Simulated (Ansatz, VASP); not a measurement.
Two plane-wave programs on Tl3B2

```
CELL_PARAMETERS angstrom
4.82832 0.00000 0.00000
0.00000 4.82832 0.00000
0.00000 0.00000 4.82832
ATOMIC_POSITIONS crystal
Tl 0.00000 0.50000 0.50000
Tl 0.50000 0.00000 0.50000
Tl 0.50000 0.50000 0.00000
B 0.50000 0.50000 0.50000
B 0.00000 0.00000 0.00000
```

Alike in both runs: task single point; functional PBE; k mesh 4 × 4 × 4; occupations gaussian, width 0.1 eV; no spin polarisation.

|  | VASP | Ansatz |
| --- | --- | --- |
| version | VASP 6.6.1 | Ansatz 0.2.0 |
| potentials or method | VASP PAW PBE potentials, release 64 (Tl_d, B) | scalar-relativistic, plane waves, PAW |
| plane-wave cutoff (eV) | 520 | 420 |
| valence electrons in the cell | 45 | 45 |

|  | VASP | Ansatz | Ansatz less VASP |
| --- | --- | --- | --- |
| gap on the k mesh at the Fermi level (eV) | none | none | - |
| pressure (GPa) | 0.8 | 0.9 | +0.05 |

A gap of «none» marks a metal or a gap that the smearing closes.

The runs have no spin-orbit coupling, so splittings on Tl are missing.
